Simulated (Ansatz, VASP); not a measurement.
# MoS2: VASP beside Ansatz, part 2 of 2

Wanted: the spread between two codes on one cell, functional and k mesh. The cell is taken from a series of runs on this material, whose earlier steps may have relaxed, scaled, displaced or heated it; both programs get it as it stands.

VASP 6.6.1 and Ansatz 0.2.0.

So far: Starting point; VASP: dielectric response, LDA.

**3. Ansatz: dielectric response, LDA**

Level of this step: Ansatz beside VASP: Kohn-Sham DFT, plane waves, LDA (Ansatz).

Ansatz runs on its PAW soft_1 files.

The same cell, functional (in two slightly different forms) and mesh now go to Ansatz, which takes its cutoff from its data sets.

Contents of input.yaml:

```yaml
crystal:
  lattice:
    - [3.1840155185, 0.0, 0.0]
    - [-1.5920077592, 2.757438325, 0.0]
    - [0.0, 0.0, 28.3873198]
  atoms:
    - { symbol: Mo, position: [0.66666667, 0.33333333, 0.0] }
    - { symbol: Mo, position: [0.33333333, 0.66666667, 0.77183523] }
    - { symbol: Mo, position: [0.33333333, 0.66666667, 0.22816477] }
    - { symbol: S, position: [0.33333333, 0.66666667, 0.05466588] }
    - { symbol: S, position: [0.66666667, 0.33333333, 0.82650691] }
    - { symbol: S, position: [0.66666667, 0.33333333, 0.28281249] }
    - { symbol: S, position: [0.33333333, 0.66666667, 0.94533412] }
    - { symbol: S, position: [0.66666667, 0.33333333, 0.71718751] }
    - { symbol: S, position: [0.66666667, 0.33333333, 0.17349309] }
kpoints:
  mp_grid: { grid: [9, 9, 2] }
hamiltonian:
  xc: lda
  pseudopotentials: { kind: paw, azcp: { folder: soft_1 }, xc_functional: pbe }
scf:
  occupations: { method: fixed }
dielectric: {}
```

The run is started by

```console
> ansatz run input.yaml --threads 3 --pin off --max-ram 92160MiB --backend cuda --events-out ev --progress --plain --runs-dir out --devices 1 --max-vram 13GiB
```

Numbers of over 12 decimals in the logs are rounded to 6 here.

Output:

```text
GPUs: using 1 of 1 available (devices: 1).
Engine: ansatz 0.2.0, x86_64-unknown-linux-gnu
Pseudopotentials: kind: paw
Pseudopotential: Mo, paw, valence charge 14, recommended cutoff 420 eV (normal), soft_1/Mo.paw.azcp
Pseudopotential: S, paw, valence charge 6, recommended cutoff 420 eV (normal), soft_1/S.paw.azcp
Functional definition: SPW92
  exchange = slater_x
  correlation = pw_c
device memory: the entry about to start is reckoned to put 4.4 GiB on a device that reports 38.1 GiB free (of which the cap on the GPU budget leaves the run 13.0 GiB)
GPU FFT provider: cuFFT
GPU libraries: cuBLAS 13.8.2, cuFFT 12.4.0, cuSOLVER 12.3.4
Crystal: 9 atoms, lattice volume = 249.233 Å³
Basis set: ecut = 420 eV, 4895 PW (Γ), exchange–correlation on 48×48×384 points (8 copies of the dense FFT grid, shifted against one another)
Bands: 48, of which v1, the nominal top of the filled ones, is band 39 counted from 1 (38 counted from 0)
Symmetry: 12 space group operations
k-points: 50 of 162 (irreducible under 2 space group operations, time reversal used)
Non-local potential: Mo, projectors of the file, l = 0: 3, l = 1: 2, l = 2: 2, l = 3: 1
Non-local potential: S, projectors of the file, l = 0: 2, l = 1: 2, l = 2: 1
PAW form: soft (Blöchl's): semilocal exchange-correlation on the pseudo side does not see the compensation charge
PAW frozen core: Mo, regenerated for the run's functional, and the local potential with it (the file was generated under x = pbe(κ = 0.804, μ = 0.219515), c = pbe(β = 0.066725))
PAW frozen core: S, regenerated for the run's functional, and the local potential with it (the file was generated under x = pbe(κ = 0.804, μ = 0.219515), c = pbe(β = 0.066725))
PAW one-centre angular grid: Mo, 590 points (default); XC on 64 Gauss nodes
PAW one-centre angular grid: S, 110 points (default); XC on 64 Gauss nodes
Initial density: superposition of atomic densities (neutral atoms: chi_scale 0, normalization atom)
Initial wavefunctions: pseudopotential atomic-orbital guess
GPU buffer pool allocated for 110592 grid points (all kernels)
GPU transforms: local potential and band sums: pruned to the plane-wave sphere, on 24×24×192
Functional: x = slater, c = lda
SCF iter   1: F=—  HF=-19759.009431 eV  |F-HF|=—  |Δ(HF+E_count)|=         —  Δρ=7.10e-2  dr2=1.91e1  ethr=3.10e-3  ⟨swp⟩=5.4  Hψ=10618  notcnv=0  defer=216
preconditioner: auto → Resta (q_TF=auto, 2.248 Å⁻¹)  ε∞=5.1  [insulator: Δε(μ)=1.271 eV  Ē_g=8.569 eV  n_scr=20 (ndim 8)  ℏωp=17.3 eV  f_vac=0.320  ε∞_Penn≈5.1  vacuum switching on, ρ_ref=5.3e-3 e/Å³]
SCF iter   2: F=—  HF=-19755.305990 eV  |F-HF|=—  |Δ(HF+E_count)|=    3.70e0  Δρ=2.88e-2  dr2=5.43e0  ethr=3.10e-3  ⟨swp⟩=4.1  Hψ=6015  notcnv=0  defer=278
SCF iter   3: F=—  HF=-19754.613564 eV  |F-HF|=—  |Δ(HF+E_count)|=   6.92e-1  Δρ=1.49e-2  dr2=5.36e-1  ethr=3.10e-3  ⟨swp⟩=3.0  Hψ=3955  notcnv=0  defer=269
SCF iter   4: F=—  HF=-19754.452438 eV  |F-HF|=—  |Δ(HF+E_count)|=   1.61e-1  Δρ=2.98e-3  dr2=5.11e-2  ethr=6.87e-4  ⟨swp⟩=2.9  Hψ=4303  notcnv=0  defer=301
SCF iter   5: F=—  HF=-19754.446208 eV  |F-HF|=—  |Δ(HF+E_count)|=   6.23e-3  Δρ=9.44e-4  dr2=4.12e-3  ethr=6.55e-5  ⟨swp⟩=2.7  Hψ=3854  notcnv=0  defer=343
SCF iter   6: F=—  HF=-19754.445994 eV  |F-HF|=—  |Δ(HF+E_count)|=   2.14e-4  Δρ=2.86e-4  dr2=1.16e-3  ethr=5.29e-6  ⟨swp⟩=2.4  Hψ=3516  notcnv=0  defer=350
SCF iter   7: F=—  HF=-19754.445793 eV  |F-HF|=—  |Δ(HF+E_count)|=   2.01e-4  Δρ=2.03e-4  dr2=3.62e-4  ethr=1.49e-6  ⟨swp⟩=2.0  Hψ=3223  notcnv=0  defer=336
SCF iter   8: F=—  HF=-19754.445822 eV  |F-HF|=—  |Δ(HF+E_count)|=   2.91e-5  Δρ=1.04e-4  dr2=7.10e-5  ethr=4.64e-7  ⟨swp⟩=1.9  Hψ=2647  notcnv=0  defer=285
SCF iter   9: F=—  HF=-19754.445770 eV  |F-HF|=—  |Δ(HF+E_count)|=   5.20e-5  Δρ=4.29e-5  dr2=1.22e-5  ethr=9.10e-8  ⟨swp⟩=2.0  Hψ=3337  notcnv=0  defer=247
SCF iter  10: F=—  HF=-19754.446038 eV  |F-HF|=—  |Δ(HF+E_count)|=   2.68e-4  Δρ=8.30e-6  dr2=4.00e-7  ethr=1.57e-8  ⟨swp⟩=2.2  Hψ=3304  notcnv=0  defer=200
[...]
SCF iter  12: F=—  HF=-19754.446038 eV  |F-HF|=—  |Δ(HF+E_count)|=   5.00e-9  Δρ=7.65e-7  dr2=3.51e-9  ethr=4.90e-11  ⟨swp⟩=2.1  Hψ=3475  notcnv=0  defer=200
SCF iter  13: F=—  HF=-19754.446038 eV  |F-HF|=—  |Δ(HF+E_count)|=   1.51e-9  Δρ=2.02e-7  dr2=1.25e-10  ethr=4.49e-12  ⟨swp⟩=2.0  Hψ=3436  notcnv=0  defer=200
SCF iter  14: F=-19754.446038 eV  HF=-19754.446038 eV  |F-HF|=5.09e-11  |Δ(HF+E_count)|=  5.09e-11  Δρ=5.64e-8  dr2=2.22e-11  ethr=1.00e-12  ⟨swp⟩=12.8  Hψ=9384  notcnv=0
SCF 1 converged in 14 iterations: F = -19754.446038 eV  dr2 = 2.22e-11
  greatest PAW one-centre occupation: 0.998 electrons in one spin orbital (limit 2), on the Mo atom at site 2 (counted from 0), in its partial waves of l = 0
the response reads at least the filled bands of the reference SCF and the lowest empty band at each k-point, and that SCF's band table does not vouch for those bands. The notice of the band table in this run's record says why
device memory: the entry about to start is reckoned to put 1.2 GiB on a device that reports 36.6 GiB free (of which the cap on the GPU budget leaves the run 12.8 GiB)
NSCF: frozen V_eff on 1 k-points
device memory: the entry about to start is reckoned to put 1.2 GiB on a device that reports 36.6 GiB free (of which the cap on the GPU budget leaves the run 12.8 GiB)
NSCF: frozen V_eff on 1 k-points
device memory: the entry about to start is reckoned to put 0.1 GiB (of the 0.3 GiB reckoned in all, the device holds 0.2 GiB already) on a device that reports 36.6 GiB free (of which the cap on the GPU budget leaves the run 12.8 GiB)
device memory: the entry about to start is reckoned to put 3.0 GiB (of the 3.2 GiB reckoned in all, the device holds 0.2 GiB already) on a device that reports 36.6 GiB free (of which the cap on the GPU budget leaves the run 12.8 GiB)
DFPT response loops at Γ: preconditioner auto → none (the input reference at scf.mixing.eps_inf says where Resta's filter doesn't serve); β = 0.50; Broyden in place of MSR1
── the response to a field inside a basis, on 10×10×2 k-points: an SCF that follows is theirs, and a resumed run solves both again ──
device memory: the entry about to start is reckoned to put 0.6 GiB on a device that reports 36.3 GiB free (of which the cap on the GPU budget leaves the run 12.8 GiB)
GPU FFT provider: cuFFT
GPU libraries: cuBLAS 13.8.2, cuFFT 12.4.0, cuSOLVER 12.3.4
Bands: 40, of which v1, the nominal top of the filled ones, is band 39 counted from 1 (38 counted from 0)
k-points: 30 of 200 (irreducible under 4 space group operations, time reversal used)
Initial density: handed on by an earlier stage of this run
Initial wavefunctions: pseudopotential atomic-orbital guess (no wavefunctions were taken with the density)
GPU buffer pool allocated for 110592 grid points (all kernels)
GPU transforms: band sums: pruned to the plane-wave sphere, on 24×24×192
Eigensolver: Dense (30 Hₖ)
SCF iter   1: F=—  HF=-19754.028177 eV  |F-HF|=—  |Δ(HF+E_count)|=         —  Δρ=4.75e-4  dr2=2.06e-4  ethr=1.00e-1
preconditioner: auto → Resta (q_TF=auto, 2.248 Å⁻¹)  ε∞=7.0  [insulator: Δε(μ)=1.229 eV  Ē_g=7.040 eV  n_scr=20 (ndim 8)  ℏωp=17.3 eV  f_vac=0.328  ε∞_Penn≈7.0  vacuum switching on, ρ_ref=3.6e-3 e/Å³]
SCF iter   2: F=—  HF=-19754.028177 eV  |F-HF|=—  |Δ(HF+E_count)|=   3.39e-7  Δρ=2.62e-4  dr2=6.92e-5  ethr=2.64e-7
SCF iter   3: F=—  HF=-19754.028180 eV  |F-HF|=—  |Δ(HF+E_count)|=   2.86e-6  Δρ=6.07e-5  dr2=2.53e-5  ethr=8.87e-8
SCF iter   4: F=—  HF=-19754.028176 eV  |F-HF|=—  |Δ(HF+E_count)|=   3.27e-6  Δρ=1.72e-5  dr2=9.43e-7  ethr=3.25e-8
SCF iter   5: F=—  HF=-19754.028177 eV  |F-HF|=—  |Δ(HF+E_count)|=   1.52e-7  Δρ=3.90e-6  dr2=1.73e-7  ethr=1.21e-9
SCF iter   6: F=—  HF=-19754.028177 eV  |F-HF|=—  |Δ(HF+E_count)|=   1.92e-8  Δρ=2.30e-6  dr2=1.09e-7  ethr=2.21e-10
SCF iter   7: F=-19754.028177 eV  HF=-19754.028177 eV  |F-HF|=3.64e-10  |Δ(HF+E_count)|=  1.96e-10  Δρ=8.71e-7  dr2=6.45e-9  ethr=1.40e-10
SCF 1 converged in 7 iterations: F = -19754.028177 eV  dr2 = 6.45e-9
device memory: the entry about to start is reckoned to put 0.1 GiB (of the 0.3 GiB reckoned in all, the device holds 0.2 GiB already) on a device that reports 34.4 GiB free (of which the cap on the GPU budget leaves the run 12.6 GiB)
device memory: the entry about to start is reckoned to put 3.6 GiB on a device that reports 34.3 GiB free (of which the cap on the GPU budget leaves the run 12.5 GiB)
DFPT response loops at Γ: mixed as the last ones told, above
SCF converged after 14 iterations
Free energy (F): -19754.446038 eV
Harris-Foulkes:  -19754.446038 eV  (|F-HF|=5.09e-11)
Internal energy: -19754.446038 eV  (E = F + TS)
E sigma→0 (E₀):  -19754.446038 eV
Fermi energy:    4.712243 eV
--- Per-component energies (eV) ---
  E_band       = -931.340991
  E_kinetic    = 1902.962993
  E_local      = -40637.466088  (includes V_loc(G=0)·N_el)
  E_nonlocal   = 672.246183
  E_hartree    = 19418.153222
  E_xc         = -1054.851214
  E_vxc        = -1155.776336  (∫ρ·V_xc dr)
  E_paw        = -12760.059020  (= ΣΔE_a)
  E_vpaw       = -549.613784  (= ΣTr[D̂ρ^β])
  E_aug_tail   = 0.000116  (compensation charges beyond the density's cutoff)
  E_ewald      = 12702.230137
  E_core_change = 2.337633  (= ΣΔE_core)
  E_smearing   = -0.000000  (= −TS)
  E_closure    = 0.000000  (closes the sum)
  Σ components = -19754.446038   (vs F -19754.446038, Δ=0.00e0)
--- Band table (eV; the first three rows and the last of 50) ---
  k-point 0: bands = [... 35 lower, 3.0798, 4.0350, 4.4298, 4.7122, 6.9955, 6.9955, 7.0017, 7.0017, ... 5 higher]
  k-point 1: bands = [... 35 lower, 3.0798, 4.0350, 4.4298, 4.7122, 6.9955, 6.9955, 7.0017, 7.0017, ... 5 higher]
  k-point 2: bands = [... 35 lower, 3.4701, 3.9953, 4.2888, 4.4655, 6.7752, 6.7767, 6.8142, 6.8159, ... 5 higher]
  k-point 49: bands = [... 35 lower, 2.9256, 3.5207, 3.5292, 3.5339, 6.1386, 6.3627, 6.6321, 6.8027, ... 5 higher]
--- Dielectric response (ions clamped): 3 representative field directions + reference, inside a basis on a mesh of 200 k-points (Σ response iterations 24) ---
  ε∞ (high-frequency dielectric tensor):
       10.315652    -0.000000    -0.000000
       -0.000000    10.315652     0.000000
       -0.000000     0.000000     2.217388
  Born effective charges Z* (e; rows j = field, columns β = displacement):
    site 0:
        -1.07516    0.00000    0.00000
         0.00000   -1.07516   -0.00000
         0.00000    0.00000   -0.22618
    site 1:
        -1.07566    0.00000    0.00000
         0.00000   -1.07566   -0.00000
         0.00000    0.00000   -0.20401
    site 2:
        -1.07566    0.00000    0.00000
         0.00000   -1.07566   -0.00000
         0.00000   -0.00000   -0.20401
    site 3:
         0.53796   -0.00000   -0.00000
        -0.00000    0.53796    0.00000
        -0.00000   -0.00000    0.11333
    site 4:
         0.53577    0.00000    0.00000
        -0.00000    0.53577    0.00000
         0.00000   -0.00000    0.11300
    site 5:
         0.53950   -0.00000    0.00000
        -0.00000    0.53950    0.00000
        -0.00000   -0.00000    0.09076
    site 6:
         0.53796   -0.00000    0.00000
        -0.00000    0.53796   -0.00000
         0.00000    0.00000    0.11333
    site 7:
         0.53950   -0.00000   -0.00000
        -0.00000    0.53950    0.00000
        -0.00000   -0.00000    0.09076
    site 8:
         0.53577    0.00000   -0.00000
        -0.00000    0.53577   -0.00000
        -0.00000    0.00000    0.11300
  Z* charge neutrality: 2.839e-2 e pre-enforcement
  solved inside a basis spanned on kpoints, on 10×10×2 k-points, its susceptibility summed on 14×14×2: ε∞ is read to err by 1.1e-1, Z* by 2.5e-2 e (field_mesh: kpoints solves on kpoints); Z* is corrected for what the basis lacks
```

In the SCF lines HF is the Harris–Foulkes energy and dr2 the Hartree energy of the density residual, in eV; the loop may stop once dr2 is under the threshold and the program's other checks hold. Hψ counts applications of the Hamiltonian.

**4. Side by side**

Known differences besides the potentials themselves: the two LDA forms differ slightly; fixed occupations in Ansatz, narrow Gaussian smearing in VASP; VASP's response is taken on the typed mesh, Ansatz refines its own for the field response alone; the cutoff is 420 eV in Ansatz and 400 eV in VASP; VASP's log shows a relativistic correction to its local exchange, Ansatz's none. Total energies have different zeros and are not compared.

Both answers:

```csv
quantity,Ansatz,VASP,difference
ε∞ xx,10.32,10.34,-0.24 %
ε∞ yy,10.32,10.34,-0.24 %
ε∞ zz,2.22,2.22,-0.05 %
Born charge of Mo1 (mean of the diagonal) (e),-0.79,-0.67,-0.13
Born charge of S4 (mean of the diagonal) (e),0.40,0.49,-0.09
```

**5. Outcome**

| Item | Value |
| --- | --- |
| difference in ε∞ xx (dielectric response, LDA) | -0.24 % |

The difference in ε∞ xx is -0.24 % (dielectric response, LDA), within the 5 % picked in this series as the mark of a large difference. How closely two codes agree says nothing of how well the functional describes the real material.

[Lines on the potential files, build, host, timing and source positions are cut from VASP's logs without a mark.]

[Logs are printed without paths, hosts, clocks, repeated set-up lines and the standing remarks that a program may print on its own settings, such as how far it seeks lower states.]

[Hosts, paths, dates, database ids (printed as entryN), source tags and the programs' standing remarks are cut or masked in the printed files.]
